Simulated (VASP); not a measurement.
# SiB2 (P6_3/mmc) in VASP: density of states with PBE

Aim: the density of states of SiB2 with PBE.

Everything below comes from runs of VASP 6.6.1. Logs are shortened: lines on timing, memory, paths and dates and some standing lists are left out, and cuts for length are marked.

### Step 1. The crystal as given

Symmetry: P6_3/mmc, No. 194, hexagonal system. Conventional cell: a = 2.983 Å, b = 2.983 Å, c = 7.269 Å, α = 90.00°, β = 90.00°, γ = 120.00°. Around Si (site symmetry -6m2) lie 2 B at 2.01 Å. B (site symmetry 3m) has 3 B at 1.76 Å and 1 Si at 2.01 Å as nearest neighbours.

The cell was built by a generator and needn't be a form met in nature.

### Step 2. Density of states, PBE

Input file POSCAR:

```
SiB2                                    
1.0
    2.9830774460      0.0000000000     -0.0000000000
   -1.4915387230      2.5834208433     -0.0000000000
    0.0000000000      0.0000000000      7.2693862084
  Si              B             
     2     4
Direct
     0.3333333300000021    0.6666666699999979    0.2500000000000000
     0.6666666699999979    0.3333333300000021    0.7500000000000000
     0.3333333300000021    0.6666666699999979    0.9740122447539521
     0.6666666699999979    0.3333333300000021    0.0259877552460478
     0.6666666699999979    0.3333333300000021    0.4740122447539522
     0.3333333300000021    0.6666666699999979    0.5259877552460479
```

Input file INCAR.step1:

```
  PREC = Accurate
  ENCUT = 520
  EDIFF = 1E-7
  ISMEAR = 0
  SIGMA = 0.1
  LREAL = False
  LASPH = True
  NELM = 80
  ALGO = Normal
  ISIF = 2
  LWAVE = False
  LCHARG = True
  GGA = PE
  KPAR = 2
```

Input file KPOINTS.step1:

```
Automatic mesh
0
Gamma
  12 12 4
```

Input file INCAR.step2:

```
  PREC = Accurate
  ENCUT = 520
  EDIFF = 1E-7
  ISMEAR = -5
  SIGMA = 0.1
  LREAL = False
  LASPH = True
  NELM = 80
  ALGO = Normal
  ISIF = 2
  LWAVE = False
  LCHARG = False
  GGA = PE
  LORBIT = 11
  KPAR = 2
  NEDOS = 1001
  ICHARG = 11
```

Input file KPOINTS.step2:

```
Automatic mesh
0
Gamma
  18 18 6
```

Potentials or basis: VASP PAW PBE potentials, release 64 (Si, B).

On the command line:

```sh
> cat potpaw_PBE.64/Si/POTCAR potpaw_PBE.64/B/POTCAR > POTCAR
> cp INCAR.step1 INCAR
> cp KPOINTS.step1 KPOINTS
> mpirun -np 2 vasp_std > vasp.out
> cp INCAR.step2 INCAR
> cp KPOINTS.step2 KPOINTS
> mpirun -np 2 vasp_std > vasp.out
```

OUTCAR:

```text
PREC = Accurate
   ENCUT = 520
   EDIFF = 1E-7
   ISMEAR = -5
   LREAL = False
   LASPH = True
   NELM = 80
   ISIF = 2
   GGA = PE
   LORBIT = 11
   ICHARG = 11

 ion  position               nearest neighbor table
   1  0.333  0.667  0.250-   3 2.01   6 2.01   4 2.37   5 2.37   4 2.37   5 2.37   5 2.37   4 2.37

   2  0.667  0.333  0.750-   4 2.01   5 2.01   3 2.37   6 2.37   3 2.37   6 2.37   3 2.37   6 2.37

   3  0.333  0.667  0.974-   4 1.76   4 1.76   4 1.76   1 2.01   2 2.37   2 2.37   2 2.37
   4  0.667  0.333  0.026-   3 1.76   3 1.76   3 1.76   2 2.01   1 2.37   1 2.37   1 2.37
   5  0.667  0.333  0.474-   6 1.76   6 1.76   6 1.76   2 2.01   1 2.37   1 2.37   1 2.37
   6  0.333  0.667  0.526-   5 1.76   5 1.76   5 1.76   1 2.01   2 2.37   2 2.37   2 2.37

  LATTYP: Found a hexagonal cell.
 ALAT       =     2.9830774460
 C/A-ratio  =     2.4368747845

  Lattice vectors:

 A1 = (   2.9830774460,   0.0000000000,   0.0000000000)
 A2 = (  -1.4915387230,   2.5834208433,   0.0000000000)
 A3 = (   0.0000000000,   0.0000000000,   7.2693862084)

Analysis of symmetry for initial positions (statically):
=====================================================================
 Subroutine PRICEL returns:
 Original cell was already a primitive cell.

 Routine SETGRP: Setting up the symmetry group for a
 hexagonal supercell.

 Subroutine GETGRP returns: Found 24 space group operations
 (whereof 12 operations were pure point group operations)
 out of a pool of 24 trial point group operations.

The static configuration has the point symmetry D_3d.
 The point group associated with its full space group is D_6h.

Analysis of symmetry for dynamics (positions and initial velocities):
=====================================================================
 Subroutine PRICEL returns:
 Original cell was already a primitive cell.

 Routine SETGRP: Setting up the symmetry group for a
 hexagonal supercell.

 Subroutine GETGRP returns: Found 24 space group operations
 (whereof 12 operations were pure point group operations)
 out of a pool of 24 trial point group operations.

The dynamic configuration has the point symmetry D_3d.
 The point group associated with its full space group is D_6h.

 Subroutine INISYM returns: Found 24 space group operations
 (whereof 12 operations are pure point group operations),
 and found     1 'primitive' translations

----------------------------------------------------------------------------------------

                                     Primitive cell

  volume of cell :      56.0218

  direct lattice vectors                    reciprocal lattice vectors
     2.983077446  0.000000000  0.000000000     0.335224284  0.193541831  0.000000000
    -1.491538723  2.583420843  0.000000000     0.000000000  0.387083662  0.000000000
     0.000000000  0.000000000  7.269386208     0.000000000  0.000000000  0.137563196

  length of vectors
     2.983077446  2.983077440  7.269386208     0.387083661  0.387083662  0.137563196

  position of ions in fractional coordinates (direct lattice)
     0.333333330  0.666666670  0.250000000
     0.666666670  0.333333330  0.750000000
     0.333333330  0.666666670  0.974012245
     0.666666670  0.333333330  0.025987755
     0.666666670  0.333333330  0.474012245
     0.333333330  0.666666670  0.525987755

  ion indices of the primitive-cell ions
   primitive index   ion index
                 1           1
                 2           2
                 3           3
                 4           4
                 5           5
                 6           6

----------------------------------------------------------------------------------------

 KPOINTS: Automatic mesh

Automatic generation of k-mesh.
 Grid dimensions read from file:
 generate k-points for:   18   18    6

 Generating k-lattice:

  Cartesian coordinates                     Fractional coordinates (reciprocal lattice)
     0.018623571  0.010752324  0.000000000     0.055555556  0.000000000  0.000000000
     0.000000000  0.021504648  0.000000000     0.000000000  0.055555556  0.000000000
     0.000000000  0.000000000  0.022927199     0.000000000  0.000000000  0.166666667

  Length of vectors
     0.021504648  0.021504648  0.022927199

  Shift w.r.t. Gamma in fractional coordinates (k-lattice)
     0.000000000  0.000000000  0.000000000

 TETIRR: Found   1977 inequivalent tetrahedra from    11664

 Subroutine IBZKPT returns following result:
 ===========================================

 Found    148 irreducible k-points:

 Following reciprocal coordinates:
            Coordinates               Weight
  0.000000  0.000000  0.000000      1.000000
  0.055556  0.000000  0.000000      6.000000
  0.111111  0.000000  0.000000      6.000000
  0.166667  0.000000  0.000000      6.000000
  0.222222  0.000000  0.000000      6.000000
  0.277778  0.000000  0.000000      6.000000
[... 16 lines left out ...]
  0.333333  0.111111  0.000000     12.000000
  0.388889  0.111111  0.000000     12.000000
 [... further k-points ...]
   k-points           NKPTS =    148   k-points in BZ     NKDIM =    148   number of bands    NBANDS=     14
   number of dos      NEDOS =   1001   number of ions     NIONS =      6
   total plane-waves  NPLWV =  31104
   dimension x,y,z NGX =    24 NGY =   24 NGZ =   54
   dimension x,y,z NGXF=    48 NGYF=   48 NGZF=  108
   ions per type =               2   4
   NGX,Y,Z   is equivalent  to a cutoff of  13.38, 13.38, 12.35 a.u.
   NGXF,Y,Z  is equivalent  to a cutoff of  26.75, 26.75, 24.70 a.u.
 SYSTEM =  unknown system
   PREC   = accura    normal or accurate (medium, high low for compatibility)
   ISTART =      0    job   : 0-new  1-cont  2-samecut
   ICHARG =     11    charge: 1-file 2-atom 10-const
   ISPIN  =      1    spin polarized calculation?
   LNONCOLLINEAR =      F non collinear calculations
   LSORBIT =      F    spin-orbit coupling
   LASPH  =      T    aspherical Exc in radial PAW
   ENCUT  =  520.0 eV  38.22 Ry    6.18 a.u.   5.55  5.55 13.52*2*pi/ulx,y,z
   NELM   =     80;   NELMIN=  2; NELMDL=  0     # of ELM steps
   EDIFF  = 0.1E-06   stopping-criterion for ELM
   LREAL  =      F    real-space projection
   EDIFFG = 0.1E-05   stopping-criterion for IOM
   NSW    =      0    number of steps for IOM
   IBRION =     -1    ionic relax: 0-MD 1-quasi-New 2-CG
   NFREE  =      0    steps in history (QN), initial steepest desc. (CG)
   ISIF   =      2    stress and relaxation
   ISYM   =      2    0-nonsym 1-usesym 2-fastsym
   POTIM  = 0.5000    time-step for ionic-motion
   TEBEG  =    0.0;   TEEND  =   0.0 temperature during run
   PSTRESS=    0.0 pullay stress
   NELECT =      20.0000    total number of electrons
   NUPDOWN=      -1.0000    fix difference up-down
   EMIN   =  10.00;   EMAX   =-10.00  energy-range for DOS
   EFERMI =   0.00;   METHOD = LEGACY
   ISMEAR =    -5;   SIGMA  =   0.10  broadening in eV -4-tet -1-fermi 0-gaus
   EFERMI_NEDOS =   21; number of points for ismear=-14 and -15
   IALGO  =     38    algorithm
   IMIX   =      4    mixing-type and parameters
     AMIX     =   0.40;   BMIX     =  1.00
     AMIX_MAG =   1.60;   BMIX_MAG =  1.00
  volume/ion in A,a.u.               =       9.34        63.01
  Fermi-wavevector in a.u.,A,eV,Ry     =   1.161357  2.194646 18.350854  1.348750
  Thomas-Fermi vector in A             =   2.297930
   LORBIT       =     11    0 simple, 1 ext, 2 COOP (PROOUT), +10 PAW based schemes
   GGA     = PE    functional components
   LHFCALC =     F    Hartree Fock is set to
   AEXX    =    0.0000 exact exchange contribution
   IVDW    =     0    specifies the selected vdW correction
   LEPSILON=     F    determine dielectric tensor
   LRPA    =     F    only Hartree local field effects (RPA)
 non-spin polarized calculation
 Fermi weights with tetrahedron method with Bloechl corrections
  energy-cutoff  :      520.00
  volume of cell :       56.02
 maximum number of plane-waves:      1547
 NGX is ok and might be reduce to    24

 number of electron      20.0000000 magnetization

 Free energy of the ion-electron system (eV)
  ---------------------------------------------------
  ext. energy  EPLUGINS =         0.00000000
  ---------------------------------------------------
  free energy    TOTEN  =       -34.71149341 eV

  energy without entropy =      -34.71149341  energy(sigma->0) =      -34.71149341

 E-fermi :   8.6256     XC(G=0): -11.5825

 val. band max:        8.8167304291   @ k =   0.1111   0.0556   0.5000
 cond. band min:       8.2947714868   @ k =   0.0000   0.0000   0.5000
 fundamental gap:     -0.5219589424
 Fermi energy:         8.6256174559

 k-point     1 :       0.0000    0.0000    0.0000
  band No.  band energies     occupation
      1      -6.7907      2.00000
      2      -4.6728      2.00000
      3      -3.9652      2.00000
      4       1.7570      2.00000
      5       4.3134      2.00000
      6       7.8958      2.00000
      7       7.8958      2.00000
      8       8.5014      2.00000
      9       8.5014      2.00000
     10      12.3871      0.00000
     11      13.9451      0.00000
     12      13.9451      0.00000
     13      14.8658      0.00000
     14      14.9302      0.00000

 k-point     2 :       0.0556    0.0000    0.0000
  band No.  band energies     occupation
      1      -6.7322      2.00000
      2      -4.6201      2.00000
      3      -3.9020      2.00000
      4       1.8066      2.00000
      5       4.3651      2.00000
      6       7.5260      2.00000
      7       7.7501      2.00000
      8       8.2347      2.00000
      9       8.3763      2.00000
     10      12.4659      0.00000
     11      13.4025      0.00000
     12      13.9649      0.00000
     13      14.1526      0.00000
     14      14.6011      0.00000

 k-point     3 :       0.1111    0.0000    0.0000
  band No.  band energies     occupation
      1      -6.5572      2.00000
      2      -4.4621      2.00000
      3      -3.7128      2.00000
      4       1.9520      2.00000
      5       4.5187      2.00000
      6       6.6050      2.00000
      7       7.3787      2.00000
      8       7.5324      2.00000
      9       8.0495      2.00000
     10      11.7345      0.00000
     11      12.7273      0.00000
     12      13.6572      0.00000
     13      13.9018      0.00000
     14      14.8952      0.00000
[... 324 lines left out ...]
 k-point    23 :       0.3333    0.1111    0.0000
  band No.  band energies     occupation
      1      -3.8522      2.00000
      2      -2.0161      2.00000
      3      -1.0147      2.00000
      4       0.7106      2.00000
      5       1.5567      2.00000
      6       3.9781      2.00000
      7       4.4215      2.00000
      8       4.8089      2.00000
      9       5.5956      2.00000
     10       7.2888      2.00000
     11       9.1646     -0.01216
     12       9.5628      0.00000
     13      10.8708      0.00000
     14      12.4530      0.00000

 k-point    24 :       0.3889    0.1111    0.0000
  band No.  band energies     occupation
      1      -3.1004      2.00000
      2      -1.3343      2.00000
      3      -1.0282      2.00000
      4       0.4783      2.00000
      5       0.7274      2.00000
      6       3.0003      2.00000
      7       4.1647      2.00000
      8       4.8938      2.00000
      9       5.8203      2.00000
     10       7.9420      2.00000
     11       8.7500      0.53877
     12       8.9915      0.00000
     13       9.9406      0.00000
     14      12.2654      0.00000

 [... further k-points ...]
[... 5 lines left out ...]
  --------------------------------------------------------------------------------------
  -------------------------------------------------------------------------------------
  Total       -0.2977173     -0.2977173      0.6032570      0.0000000      0.0000000      0.0000000
  in kB       -8.5144636     -8.5144635     17.2526383      0.0000000      0.0000000      0.0000000
  external PRESSURE =       0.0745704 kB  Pullay stress =       0.0000000 kB

 VOLUME and BASIS-vectors are now :
 -----------------------------------------------------------------------------
  energy-cutoff  :      520.00
  volume of cell :       56.02
      direct lattice vectors                 reciprocal lattice vectors
     2.983077446  0.000000000  0.000000000     0.335224284  0.193541831  0.000000000
    -1.491538723  2.583420843  0.000000000     0.000000000  0.387083662  0.000000000
     0.000000000  0.000000000  7.269386208     0.000000000  0.000000000  0.137563196

 POSITION                                       TOTAL-FORCE (eV/Angst)
 -----------------------------------------------------------------------------------
     -0.00000      1.72228      1.81735         0.000000     -0.000000      0.000000
      1.49154      0.86114      5.45204        -0.000000      0.000000      0.000000
     -0.00000      1.72228      7.08047        -0.000000     -0.000000      0.003542
      1.49154      0.86114      0.18892         0.000000      0.000000     -0.003542
      1.49154      0.86114      3.44578        -0.000000      0.000000      0.003542
     -0.00000      1.72228      3.82361         0.000000     -0.000000     -0.003542
 -----------------------------------------------------------------------------------
    total drift:                               -0.000000      0.000000     -0.000000

  FREE ENERGIE OF THE ION-ELECTRON SYSTEM (eV)
  ---------------------------------------------------
  free  energy   TOTEN  =       -34.7114934070 eV

  energy  without entropy=      -34.7114934070  energy(sigma->0) =      -34.71149341

 total charge

# of ion       s       p       d       tot
------------------------------------------
    1        0.758   0.779   0.000   1.538
    2        0.758   0.779   0.000   1.538
    3        0.697   1.264   0.000   1.961
    4        0.697   1.264   0.000   1.961
    5        0.697   1.264   0.000   1.961
    6        0.697   1.264   0.000   1.961
--------------------------------------------------
tot          4.306   6.613   0.000  10.919
```

Wall time 33 s (2 MPI ranks of Intel Xeon Platinum 8488C (Sapphire Rapids), shared host); peak memory 0.22 GiB.

What came out:

- Valence electrons inside the program's atomic spheres: Si 1.54; B 1.96

States per cell in windows of 1 eV (zero at the Fermi level; states under -8 eV left out):
```tsv
from (eV)	total	B3_p	B4_p	B5_p	B6_p	Si1_p	Si2_p
-8.0	1.42	0.08	0.08	0.08	0.08	0.08	0.08
-7.0	1.47	0.10	0.10	0.10	0.10	0.09	0.09
-6.0	1.59	0.11	0.11	0.11	0.11	0.10	0.10
-5.0	1.42	0.13	0.13	0.13	0.13	0.06	0.06
-4.0	2.12	0.19	0.19	0.19	0.19	0.07	0.07
-3.0	2.06	0.20	0.20	0.20	0.20	0.07	0.07
-2.0	1.71	0.15	0.15	0.15	0.15	0.07	0.07
-1.0	1.42	0.10	0.10	0.10	0.10	0.07	0.07
0.0	1.41	0.08	0.08	0.08	0.08	0.09	0.09
1.0	1.39	0.08	0.08	0.08	0.08	0.09	0.09
2.0	1.34	0.07	0.07	0.07	0.07	0.09	0.09
3.0	2.05	0.12	0.12	0.12	0.12	0.11	0.11
4.0	1.26	0.07	0.07	0.07	0.07	0.08	0.08
5.0	0.50	0.03	0.03	0.03	0.03	0.04	0.04
6.0	0.06	0.00	0.00	0.00	0.00	0.00	0.00
```

Caveat: tetrahedron occupations give inexact forces and stress in metals.
